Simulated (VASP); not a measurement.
Computed with rev-vdW-DF2, VASP's PBE PAW potentials (set 64) (plane waves; VASP).

Input for VASP

### KPOINTS
```
Regular mesh
0
G
9 9 9
```

### INCAR
```
# general
SYSTEM   = NiSi2
PREC     = Accurate
ENCUT    = 520   # plane-wave cut-off (eV)
LREAL    = .FALSE.
LASPH    = .TRUE.   # aspherical one-centre terms

# electronic loop
EDIFF    = 1E-6   # SCF stop (eV)
NELM     = 100   # most electronic steps
ALGO     = Normal
LMAXMIX  = 4

# smearing
ISMEAR   = 1   # Methfessel-Paxton
SIGMA    = 0.1   # width (eV)

# functional
GGA      = MK
LUSE_VDW = .TRUE.
AGGAC    = 0.0
PARAM1   = 0.1234568
PARAM2   = 0.7114
ZAB_VDW  = -1.8867

# ions
IBRION   = 2
NSW      = 60   # most ionic steps
ISIF     = 3   # ions, shape and volume
EDIFFG   = -0.02   # ionic stop

# output
LWAVE    = .FALSE.
LCHARG   = .FALSE.
```

**POSCAR**
```
NiSi2
1
   -0.0000000000     2.7208085312     2.7208085312
    2.7208085312    -0.0000000000     2.7208085312
    2.7208085312     2.7208085312     0.0000000000
Si Ni
2 1
Direct
  0.2500000000   0.2500000000   0.2500000000
  0.7500000000   0.7500000000   0.7500000000
  0.0000000000   0.0000000000   0.0000000000
```

POTCAR, in this order: Si Ni (PBE.64 set). Program: vasp_std.

Output

**OSZICAR**
```
       N       E                     dE             d eps       ncg     rms          rms(c)
DAV:   1     0.752331718972E+02    0.75233E+02   -0.80931E+03   918   0.142E+03
DAV:   2    -0.106790259936E+02   -0.85912E+02   -0.80809E+02   930   0.251E+02
DAV:   3    -0.147494543060E+02   -0.40704E+01   -0.39494E+01  1189   0.616E+01
DAV:   4    -0.148336787454E+02   -0.84224E-01   -0.83746E-01  1076   0.820E+00
DAV:   5    -0.148360601106E+02   -0.23814E-02   -0.23809E-02  1198   0.147E+00    0.156E+01
DAV:   6    -0.192284188817E+02   -0.43924E+01   -0.48775E+01   988   0.175E+02    0.238E+01
DAV:   7    -0.130943952666E+02    0.61340E+01   -0.14870E+01  1098   0.111E+02    0.362E+00
DAV:   8    -0.130367078426E+02    0.57687E-01   -0.20586E+00  1341   0.241E+01    0.243E+00
DAV:   9    -0.129952952543E+02    0.41413E-01   -0.23087E-01  1150   0.965E+00    0.457E-01
DAV:  10    -0.129949589291E+02    0.33633E-03   -0.60793E-03  1239   0.110E+00    0.255E-01
DAV:  11    -0.129948774101E+02    0.81519E-04   -0.57373E-04  1236   0.317E-01    0.332E-02
DAV:  12    -0.129948933167E+02   -0.15907E-04   -0.44297E-05  1182   0.114E-01    0.199E-02
DAV:  13    -0.129948892694E+02    0.40473E-05   -0.14091E-05  1177   0.941E-02    0.667E-03
DAV:  14    -0.129948894768E+02   -0.20739E-06   -0.13420E-06   661   0.975E-03
   1 F= -.12994889E+02 E0= -.12995183E+02  d E =-.129949E+02
```

OUTCAR:
```
------------------------ aborting loop because EDIFF is reached ----------------------------------------
  FORCE on cell =-STRESS in cart. coord.  units (eV):
  Direction    XX          YY          ZZ          XY          YZ          ZX
  --------------------------------------------------------------------------------------
  Total       -0.0406999     -0.0406999     -0.0406999      0.0000000      0.0000000      0.0000000
  in kB       -1.6187512     -1.6187512     -1.6187512      0.0000000      0.0000000      0.0000000
  external PRESSURE =      -1.6187512 kB  Pullay stress =       0.0000000 kB
  volume of cell :       40.28
      direct lattice vectors                 reciprocal lattice vectors
     0.000000000  2.720808531  2.720808531    -0.183768903  0.183768903  0.183768903
     2.720808531  0.000000000  2.720808531     0.183768903 -0.183768903  0.183768903
     2.720808531  2.720808531  0.000000000     0.183768903  0.183768903 -0.183768903
 POSITION                                       TOTAL-FORCE (eV/Angst)
 -----------------------------------------------------------------------------------
      1.36040      1.36040      1.36040         0.000000      0.000000      0.000000
      4.08121      4.08121      4.08121        -0.000000     -0.000000     -0.000000
      0.00000      0.00000      0.00000         0.000000     -0.000000      0.000000
 -----------------------------------------------------------------------------------
    total drift:                                0.000000     -0.000000     -0.000000
  FREE ENERGIE OF THE ION-ELECTRON SYSTEM (eV)
  ---------------------------------------------------
  free  energy   TOTEN  =       -12.9948894768 eV

  energy  without entropy=      -12.9957707367  energy(sigma->0) =      -12.99518323

 reached required accuracy - stopping structural energy minimisation
```
(Selected blocks of OUTCAR.)

The compound is NiSi2 in the fluorite structure. It was relaxed first. The start is the result of an earlier pass. The run is not spin-polarised, so no magnetic state was tried.
